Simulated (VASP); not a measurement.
OSZICAR of a VASP run on MgO (rock salt):

**OSZICAR**
```
       N       E                     dE             d eps       ncg     rms          rms(c)
DAV:   1     0.547459264731E+01    0.54746E+01   -0.50713E+03  1376   0.917E+02
DAV:   2    -0.206526949502E+02   -0.26127E+02   -0.25988E+02  1448   0.144E+02
DAV:   3    -0.209753229211E+02   -0.32263E+00   -0.32263E+00  1496   0.173E+01
DAV:   4    -0.209757523015E+02   -0.42938E-03   -0.42938E-03  1568   0.601E-01
DAV:   5    -0.209757525894E+02   -0.28786E-06   -0.28786E-06  1552   0.109E-02    0.688E+00
DAV:   6    -0.173829003564E+02    0.35929E+01   -0.50113E+00  1152   0.163E+01    0.199E+00
DAV:   7    -0.176413569954E+02   -0.25846E+00   -0.17348E+00  1184   0.134E+01    0.209E+00
DAV:   8    -0.142925523036E+02    0.33488E+01   -0.35879E-01  1160   0.612E+00    0.596E-01
DAV:   9    -0.172813339325E+02   -0.29888E+01   -0.18830E+00  1152   0.133E+01    0.296E+00
DAV:  10    -0.172988168889E+02   -0.17483E-01   -0.71989E-01  1152   0.734E+00    0.803E-01
DAV:  11    -0.172929090268E+02    0.59079E-02   -0.10188E-02  1208   0.105E+00    0.571E-01
DAV:  12    -0.172893061303E+02    0.36029E-02   -0.10821E-02  1160   0.833E-01    0.330E-01
DAV:  13    -0.172865009027E+02    0.28052E-02   -0.12708E-02  1208   0.904E-01    0.205E-02
DAV:  14    -0.172871620521E+02   -0.66115E-03   -0.32794E-04  1152   0.304E-01    0.169E-02
DAV:  15    -0.172870525261E+02    0.10953E-03   -0.22853E-05  1232   0.748E-02    0.914E-03
DAV:  16    -0.172871375713E+02   -0.85045E-04   -0.33841E-05  1152   0.821E-02    0.707E-03
DAV:  17    -0.172871145381E+02    0.23033E-04   -0.53398E-06  1408   0.230E-02    0.260E-03
DAV:  18    -0.172871135330E+02    0.10050E-05   -0.56003E-07  1168   0.114E-02    0.134E-03
DAV:  19    -0.172871093222E+02    0.42109E-05   -0.37175E-07  1280   0.726E-03    0.150E-04
DAV:  20    -0.172871087859E+02    0.53622E-06   -0.25781E-08   616   0.205E-03    0.188E-04
DAV:  21    -0.172871087657E+02    0.20196E-07   -0.45227E-09   632   0.881E-04
   1 F= -.17287109E+02 E0= -.17287109E+02  d E =0.000000E+00
       N       E                     dE             ncg
```

### Question
Which electronic solver shows in the log?

### Answer
It is blocked Davidson (ALGO = Normal, or the opening steps of other solvers). The INCAR had ALGO = Normal.

### Question
Can the final energy be trusted as converged?

### Answer
The calculation finished and met its thresholds. It stopped with EDIFF = 1E-7, NELM = 100 (SCAN meta-GGA, plane waves, VASP's PBE PAW potentials (set 64)).

The compound is MgO in the rock salt structure. It was relaxed first.
